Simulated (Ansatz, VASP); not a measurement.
## Cross-check of Ta12Al14O51 (aluminium tantalate glass 54Al2O3-46Ta2O5) between VASP and Ansatz

Aim: how closely do two programs agree when they are given the same cell, functional and k mesh? The structure shown is the end of the Ansatz relaxation below.

Program: Ansatz 0.2.0. Level of theory: plane waves, with VASP 6.6.1 beside it; single point at PBE and single point at LDA. Results are calculated unless marked as measured.

### Step 1. The starting structure

The cell holds 77 atoms: 14 Al, 12 Ta and 51 O. Cell: a = 10.290 Å, b = 9.602 Å, c = 10.014 Å, α = 90.0°, β = 90.0°, γ = 90.0°. As first built, before any earlier steps moved the atoms (in the runner's words): 77 atoms (14 Al, 12 Ta, 51 O) placed at random at 6.01 g/cm^3 and pushed apart to contact distance.

### Step 2. Ansatz: relaxation, PBE

Ansatz runs on its default PAW (the set named soft_2) files.

This run makes the geometry at which the two programs are then compared.

File input.yaml:

```yaml
crystal:
  lattice:
    - [10.29008, 0.0, 0.0]
    - [0.0, 9.60176, 0.0]
    - [0.0, 0.0, 10.01418]
  atoms:
    - { symbol: Al, position: [0.57003, 0.6884, 0.35268] }
    - { symbol: Al, position: [0.77702, 0.20359, 0.28327] }
    - { symbol: Al, position: [0.61158, 0.15547, 0.53729] }
    - { symbol: Al, position: [0.32545, 0.86061, 0.2679] }
    - { symbol: Al, position: [0.56111, 0.41165, 0.48266] }
    - { symbol: Al, position: [0.28606, 0.20523, 0.55016] }
    - { symbol: Al, position: [0.36268, 0.442, 0.71101] }
    - { symbol: Al, position: [0.47774, 0.38536, 0.18856] }
    - { symbol: Al, position: [0.08278, 0.73201, 0.59187] }
    - { symbol: Al, position: [0.52675, 0.10345, 0.13116] }
    - { symbol: Al, position: [0.82637, 0.15023, 0.72897] }
    - { symbol: Al, position: [0.46885, 0.89766, 0.8778] }
    - { symbol: Al, position: [0.063, 0.29327, 0.3104] }
    - { symbol: Al, position: [0.25351, 0.11378, 0.15228] }
    - { symbol: Ta, position: [0.58863, 0.2684, 0.88176] }
    - { symbol: Ta, position: [0.64486, 0.59285, 0.70376] }
    - { symbol: Ta, position: [0.88881, 0.8321, 0.8206] }
    - { symbol: Ta, position: [0.94733, 0.21096, 0.02283] }
    - { symbol: Ta, position: [0.16055, 0.01228, 0.80988] }
    - { symbol: Ta, position: [0.76372, 0.89699, 0.53908] }
    - { symbol: Ta, position: [0.40334, 0.8599, 0.58663] }
    - { symbol: Ta, position: [0.79819, 0.88151, 0.16947] }
    - { symbol: Ta, position: [0.28051, 0.6155, 0.00181] }
    - { symbol: Ta, position: [0.05096, 0.0068, 0.40743] }
    - { symbol: Ta, position: [0.07651, 0.3809, 0.71928] }
    - { symbol: Ta, position: [0.07614, 0.64664, 0.24489] }
    - { symbol: O, position: [0.76217, 0.95176, 0.73834] }
    - { symbol: O, position: [0.9194, 0.73123, 0.19385] }
    - { symbol: O, position: [0.53073, 0.78378, 0.73931] }
    - { symbol: O, position: [0.15987, 0.19369, 0.42378] }
    - { symbol: O, position: [0.6836, 0.05903, 0.21063] }
    - { symbol: O, position: [0.08108, 0.97373, 0.58289] }
    - { symbol: O, position: [0.93389, 0.28547, 0.66128] }
    - { symbol: O, position: [0.65367, 0.77261, 0.22411] }
    - { symbol: O, position: [0.04386, 0.33893, 0.90406] }
    - { symbol: O, position: [0.10127, 0.59567, 0.05651] }
    - { symbol: O, position: [0.92458, 0.0333, 0.11183] }
    - { symbol: O, position: [0.42409, 0.3019, 0.81356] }
    - { symbol: O, position: [0.57861, 0.97246, 0.53367] }
    - { symbol: O, position: [0.47407, 0.5338, 0.60988] }
    - { symbol: O, position: [0.64986, 0.20288, 0.70964] }
    - { symbol: O, position: [0.53005, 0.50444, 0.32596] }
    - { symbol: O, position: [0.18341, 0.97608, 0.26969] }
    - { symbol: O, position: [0.23941, 0.38644, 0.60001] }
    - { symbol: O, position: [0.05815, 0.47416, 0.32575] }
    - { symbol: O, position: [0.61853, 0.46791, 0.84697] }
    - { symbol: O, position: [0.04539, 0.56218, 0.66002] }
    - { symbol: O, position: [0.38938, 0.22643, 0.20464] }
    - { symbol: O, position: [0.3828, 0.77317, 0.97133] }
    - { symbol: O, position: [0.53787, 0.05734, 0.94884] }
    - { symbol: O, position: [0.9365, 0.17217, 0.35554] }
    - { symbol: O, position: [0.79035, 0.09622, 0.54418] }
    - { symbol: O, position: [0.2036, 0.05679, 0.98257] }
    - { symbol: O, position: [0.78993, 0.84718, 0.98391] }
    - { symbol: O, position: [0.66443, 0.72257, 0.50199] }
    - { symbol: O, position: [0.70379, 0.46598, 0.57886] }
    - { symbol: O, position: [0.34275, 0.95456, 0.76639] }
    - { symbol: O, position: [0.08141, 0.76969, 0.40675] }
    - { symbol: O, position: [0.65585, 0.26868, 0.39285] }
    - { symbol: O, position: [0.40133, 0.97897, 0.16317] }
    - { symbol: O, position: [0.85605, 0.30809, 0.15482] }
    - { symbol: O, position: [0.86698, 0.91748, 0.37307] }
    - { symbol: O, position: [0.11565, 0.23529, 0.15178] }
    - { symbol: O, position: [0.32978, 0.02095, 0.52055] }
    - { symbol: O, position: [0.26836, 0.53014, 0.83226] }
    - { symbol: O, position: [0.45859, 0.2617, 0.53147] }
    - { symbol: O, position: [0.1858, 0.17954, 0.71229] }
    - { symbol: O, position: [0.42794, 0.78727, 0.39329] }
    - { symbol: O, position: [0.79604, 0.66221, 0.7948] }
    - { symbol: O, position: [0.25567, 0.70716, 0.20605] }
    - { symbol: O, position: [0.25694, 0.74804, 0.60328] }
    - { symbol: O, position: [0.91111, 0.79381, 0.61603] }
    - { symbol: O, position: [0.96764, 0.05355, 0.8341] }
    - { symbol: O, position: [0.58808, 0.28805, 0.08232] }
    - { symbol: O, position: [0.39074, 0.49395, 0.08447] }
    - { symbol: O, position: [0.79225, 0.22165, 0.9044] }
    - { symbol: O, position: [0.07939, 0.81713, 0.81454] }
kpoints:
  mp_grid: { grid: [1, 1, 1] }
hamiltonian:
  xc: pbe
scf:
  occupations: { method: fixed }
output:
  forces: true
  stress: true
basis:
  ecutwfc: "520 eV"
relax:
  f_tol: 0.04
  max_steps: 40
  cell: { stress_tol: 0.1, fix: [alpha, beta, gamma] }
```

Launch:

```console
> ansatz run input.yaml --threads 4 --pin off --max-ram 15360MiB --backend cpu --events-out ev --progress --plain --runs-dir out
```

Numbers of over 12 decimals in the logs are rounded to 6 here.

The program printed:

```text
The last accepted step is kept in <dir> (removed where the run ends without a failure and the disk answers)
Engine: ansatz 0.2.0, aarch64-unknown-linux-gnu
Pseudopotentials: kind: paw
Pseudopotential: Al, paw, valence charge 3, recommended cutoff 420 eV (normal), Al.paw.azcp
Pseudopotential: Ta, paw, valence charge 13, recommended cutoff 420 eV (normal), Ta.paw.azcp
Pseudopotential: O, paw, valence charge 6, recommended cutoff 420 eV (normal), O.paw.azcp
Functional definition: PBE
  parameter kappa = 0.804
  parameter beta = 0.066725
  exchange = pbe_x(kappa = kappa, mu = beta*pi^2/3)
  correlation = pbe_c(beta = beta)
Crystal: 77 atoms, lattice volume = 989.430 Å³
Basis set: ecut = 520 eV, 26601 PW (Γ), exchange–correlation on 160×144×150 points (8 copies of the dense FFT grid, shifted against one another)
Bands: 329, of which v1, the nominal top of the filled ones, is band 252 counted from 1 (251 counted from 0)
Symmetry: 1 space group operations
Space group: P1 (ITA 1), of the structure as read, at distance tolerance 1.0e-4 Å
k-points: 1
Non-local potential: Al, projectors of the file, l = 0: 2, l = 1: 2, l = 2: 1
Non-local potential: Ta, projectors of the file, l = 0: 3, l = 1: 2, l = 2: 2, l = 3: 1
Non-local potential: O, projectors of the file, l = 0: 2, l = 1: 2, l = 2: 1
PAW form: soft (Blöchl's): semilocal exchange-correlation on the pseudo side does not see the compensation charge
PAW one-centre angular grid: Al, 110 points (default); XC on 64 Gauss nodes
PAW one-centre angular grid: Ta, 590 points (default); XC on 64 Gauss nodes
PAW one-centre angular grid: O, 110 points (default); XC on 64 Gauss nodes
Initial density: superposition of atomic densities (neutral atoms: chi_scale 0, normalization atom), corrected by the library's trained network
Initial wavefunctions: pseudopotential atomic-orbital guess
Functional: x = pbe(κ = 0.804, μ = 0.219515), c = pbe(β = 0.066725)
SCF iter   1: F=—  HF=-155737.530825 eV  |F-HF|=—  |Δ(HF+E_count)|=         —  Δρ=4.68e-3  dr2=1.96e-1  ethr=1.77e-3  ⟨swp⟩=5.0  Hψ=985  notcnv=0  defer=73
preconditioner: auto → Resta (q_TF=auto, 2.438 Å⁻¹)  ε∞=4.5  [insulator: Δε(μ)=3.293 eV  Ē_g=12.677 eV  n_scr=250 (ndim 8)  ℏωp=23.8 eV  f_vac=0.115  ε∞_Penn≈4.5]
SCF iter   2: F=—  HF=-155737.515044 eV  |F-HF|=—  |Δ(HF+E_count)|=   1.58e-2  Δρ=2.41e-3  dr2=4.12e-2  ethr=3.88e-5  ⟨swp⟩=3.0  Hψ=544  notcnv=0  defer=75
SCF iter   3: F=—  HF=-155737.514902 eV  |F-HF|=—  |Δ(HF+E_count)|=   1.42e-4  Δρ=1.09e-3  dr2=1.38e-2  ethr=8.18e-6  ⟨swp⟩=3.0  Hψ=418  notcnv=0  defer=74
automatic band count: iteration 3 solves 328 bands in place of 329: the levels show a gap, and the empty bands left out lie too high to hold charge; the band table lists the bands solved (type scf.n_extra_bands for more)
SCF iter   4: F=—  HF=-155737.515011 eV  |F-HF|=—  |Δ(HF+E_count)|=   1.09e-4  Δρ=3.26e-4  dr2=1.48e-3  ethr=2.74e-6  ⟨swp⟩=3.0  Hψ=406  notcnv=0  defer=74
SCF iter   5: F=—  HF=-155737.515057 eV  |F-HF|=—  |Δ(HF+E_count)|=   4.62e-5  Δρ=2.28e-4  dr2=5.49e-4  ethr=2.94e-7  ⟨swp⟩=2.0  Hψ=428  notcnv=0  defer=74
SCF iter   6: F=—  HF=-155737.515101 eV  |F-HF|=—  |Δ(HF+E_count)|=   4.36e-5  Δρ=7.59e-5  dr2=6.80e-5  ethr=1.09e-7  ⟨swp⟩=2.0  Hψ=428  notcnv=0  defer=74
SCF iter   7: F=—  HF=-155737.514845 eV  |F-HF|=—  |Δ(HF+E_count)|=   2.56e-4  Δρ=4.94e-5  dr2=2.53e-5  ethr=1.35e-8  ⟨swp⟩=2.0  Hψ=530  notcnv=0  defer=74
SCF iter   8: F=—  HF=-155737.514846 eV  |F-HF|=—  |Δ(HF+E_count)|=   8.05e-7  Δρ=1.50e-5  dr2=2.70e-6  ethr=5.03e-9  ⟨swp⟩=2.0  Hψ=428  notcnv=0  defer=74
SCF iter   9: F=—  HF=-155737.514847 eV  |F-HF|=—  |Δ(HF+E_count)|=   1.62e-6  Δρ=9.80e-6  dr2=9.85e-7  ethr=5.36e-10  ⟨swp⟩=2.0  Hψ=458  notcnv=0  defer=74
SCF iter  10: F=—  HF=-155737.514847 eV  |F-HF|=—  |Δ(HF+E_count)|=   1.92e-8  Δρ=3.13e-6  dr2=1.12e-7  ethr=1.95e-10  ⟨swp⟩=2.0  Hψ=458  notcnv=0  defer=74
SCF iter  11: F=-155737.514847 eV  HF=-155737.514847 eV  |F-HF|=3.55e-9  |Δ(HF+E_count)|=   5.67e-8  Δρ=1.57e-6  dr2=2.61e-8  ethr=1.98e-11  ⟨swp⟩=4.0  Hψ=907  notcnv=0
SCF 1 converged in 11 iterations: F = -155737.514847 eV  dr2 = 2.61e-8
  greatest PAW one-centre occupation: 1.000 electrons in one spin orbital (limit 2), on the Ta atom at site 22 (counted from 0), in its partial waves of l = 0
relax step   1: F+E_penalty+E_count = -155737.51484737 eV  Δ(F+E_penalty+E_count) = +0.000e0 eV  max|allowed force component| = 2.180e-2 eV/Å  Δτ_max = 0.0000 Å  P = +0.028 GPa  Ω = 989.430 Å³  fix = [alpha, beta, gamma]  reactions: alpha +0.117, beta +0.541, gamma +0.668 GPa/rad  (11 SCF iters, dr2 threshold 1.00e-7 eV, accepted)
Initial density: handed on by an earlier stage of this run
Initial wavefunctions: pseudopotential atomic-orbital guess (no wavefunctions were taken with the density)
iter 1 solved again at ethr=2.06e-7 eV; its pass at ethr=3.10e-3 eV (dr2=1.04e-3 eV) is discarded
[...]
atom  20  Ta    -0.00327808    -0.01345070     0.00906069
  atom  21  Ta    -0.00929964    -0.00264209    -0.00576328
  atom  22  Ta     0.00311421    -0.00234286    -0.00018196
  atom  23  Ta     0.00366082     0.01155576     0.01248000
  atom  24  Ta     0.00930432     0.00407679     0.02178975
  atom  25  Ta     0.00365836     0.00062372    -0.00778768
  atom  26  Ta     0.00658760     0.00303764     0.00028186
  atom  27  O      0.00354164    -0.00205893     0.01376814
  atom  28  O      0.00198099     0.00478099    -0.00366937
  atom  29  O      0.00328505    -0.00111006     0.01022398
  atom  30  O      0.00308785     0.00333470    -0.00378893
  atom  31  O     -0.00147779     0.00674861    -0.00406500
  atom  32  O      0.00607663     0.00973972    -0.01887299
  atom  33  O      0.00088617    -0.00610023     0.00292151
  atom  34  O     -0.00215064    -0.00091448    -0.00075541
  atom  35  O     -0.00377075     0.00229266     0.00616785
  atom  36  O     -0.00370991     0.00299849     0.00012722
  atom  37  O      0.00076914     0.00275625     0.00060143
  atom  38  O     -0.00065149    -0.00537047     0.00106975
  atom  39  O     -0.00269343    -0.00258682    -0.00383666
  atom  40  O     -0.00906739    -0.00180979     0.00405768
  atom  41  O      0.00594463     0.00391348     0.00044903
  atom  42  O      0.00027048    -0.00042545    -0.00294787
  atom  43  O     -0.00733815    -0.00072794    -0.00157189
[...]
atom  70  O     -0.00494487    -0.00642200    -0.00118536
  atom  71  O      0.00224153     0.00339093     0.00247160
  atom  72  O     -0.00254517    -0.00461623     0.00413952
  atom  73  O     -0.01321891     0.01262979     0.00033700
  atom  74  O      0.00274211     0.00180684     0.00487183
  atom  75  O     -0.00317446    -0.00226151    -0.00466478
  atom  76  O      0.00116095    -0.00075245     0.00014053
  atom  77  O     -0.01106869    -0.00920771    -0.01753023
  max |Σ_I F_I| component: 1.98e-5 eV/Å
--- Stress (GPa, compression-positive) ---
        0.084221      -0.667538      -0.540731
       -0.667526      -0.014024      -0.117307
       -0.540741      -0.117306       0.014754
  P = ⅓ Tr σ = 0.0283 GPa (0.283 kbar)
--- Relaxed structure (1 steps of the walk, 1 accepted, 1 SCFs on fresh bases) ---
  F+E_penalty+E_count = -155737.51484738 eV   max|allowed force component| = 2.179e-2 eV/Å   (the final SCF, on the basis selected at the relaxed cell)
  cell:  # Å, volume = 989.4298 Å³
    - [10.29008, 0.0, 0.0]
    - [0.0, 9.60176, 0.0]
    - [0.0, 0.0, 10.01418]
  atoms:
    - { symbol: Al, position: [0.57003, 0.688400, 0.35268] }
    - { symbol: Al, position: [0.77702, 0.203590, 0.28327] }
    - { symbol: Al, position: [0.611580, 0.155470, 0.53729] }
    - { symbol: Al, position: [0.325450, 0.86061, 0.2679] }
    - { symbol: Al, position: [0.561110, 0.411650, 0.48266] }
    - { symbol: Al, position: [0.28606, 0.205230, 0.55016] }
    - { symbol: Al, position: [0.362680, 0.442000, 0.71101] }
    - { symbol: Al, position: [0.477740, 0.385360, 0.188560] }
    - { symbol: Al, position: [0.082780, 0.732010, 0.59187] }
    - { symbol: Al, position: [0.52675, 0.10345, 0.13116] }
    - { symbol: Al, position: [0.826370, 0.15023, 0.72897] }
    - { symbol: Al, position: [0.468850, 0.89766, 0.8778] }
    - { symbol: Al, position: [0.063, 0.293270, 0.3104] }
    - { symbol: Al, position: [0.253510, 0.11378, 0.15228] }
    - { symbol: Ta, position: [0.58863, 0.268400, 0.881760] }
    - { symbol: Ta, position: [0.64486, 0.59285, 0.70376] }
    - { symbol: Ta, position: [0.888810, 0.8321, 0.820600] }
    - { symbol: Ta, position: [0.947330, 0.210960, 0.02283] }
    - { symbol: Ta, position: [0.16055, 0.012280, 0.809880] }
    - { symbol: Ta, position: [0.76372, 0.89699, 0.53908] }
    - { symbol: Ta, position: [0.403340, 0.859900, 0.58663] }
    - { symbol: Ta, position: [0.798190, 0.88151, 0.169470] }
    - { symbol: Ta, position: [0.28051, 0.6155, 0.00181] }
    - { symbol: Ta, position: [0.050960, 0.0068, 0.407430] }
    - { symbol: Ta, position: [0.076510, 0.3809, 0.719280] }
    - { symbol: Ta, position: [0.076140, 0.646640, 0.24489] }
    - { symbol: O, position: [0.762170, 0.95176, 0.738340] }
    - { symbol: O, position: [0.919400, 0.731230, 0.193850] }
    - { symbol: O, position: [0.530730, 0.783780, 0.73931] }
    - { symbol: O, position: [0.15987, 0.193690, 0.42378] }
    - { symbol: O, position: [0.6836, 0.059030, 0.210630] }
    - { symbol: O, position: [0.08108, 0.973730, 0.58289] }
    - { symbol: O, position: [0.933890, 0.285470, 0.66128] }
    - { symbol: O, position: [0.653670, 0.772610, 0.22411] }
    - { symbol: O, position: [0.04386, 0.338930, 0.90406] }
    - { symbol: O, position: [0.101270, 0.595670, 0.05651] }
    - { symbol: O, position: [0.924580, 0.033300, 0.11183] }
    - { symbol: O, position: [0.424090, 0.301900, 0.813560] }
    - { symbol: O, position: [0.57861, 0.972460, 0.53367] }
    - { symbol: O, position: [0.474070, 0.533800, 0.60988] }
    - { symbol: O, position: [0.64986, 0.202880, 0.70964] }
    - { symbol: O, position: [0.53005, 0.50444, 0.32596] }
    - { symbol: O, position: [0.183410, 0.976080, 0.26969] }
    - { symbol: O, position: [0.23941, 0.386440, 0.60001] }
    - { symbol: O, position: [0.058150, 0.474160, 0.32575] }
    - { symbol: O, position: [0.618530, 0.467910, 0.84697] }
    - { symbol: O, position: [0.045390, 0.562180, 0.66002] }
    - { symbol: O, position: [0.38938, 0.226430, 0.20464] }
    - { symbol: O, position: [0.382800, 0.773170, 0.97133] }
    - { symbol: O, position: [0.53787, 0.05734, 0.94884] }
[...]
- { symbol: O, position: [0.25567, 0.70716, 0.20605] }
    - { symbol: O, position: [0.25694, 0.748040, 0.603280] }
    - { symbol: O, position: [0.911110, 0.793810, 0.61603] }
    - { symbol: O, position: [0.96764, 0.053550, 0.834100] }
    - { symbol: O, position: [0.58808, 0.28805, 0.08232] }
    - { symbol: O, position: [0.39074, 0.493950, 0.08447] }
    - { symbol: O, position: [0.792250, 0.22165, 0.9044] }
    - { symbol: O, position: [0.07939, 0.81713, 0.814540] }
```

[end of part 1 of 3]

[Lines on the potential files, build, host, timing and source positions are cut from VASP's logs without a mark.]

[Logs are printed without paths, hosts, clocks, repeated set-up lines and the standing remarks that a program may print on its own settings, such as how far it seeks lower states.]

[Hosts, paths, dates, database ids (printed as entryN), source tags and the programs' standing remarks are cut or masked in the printed files.]
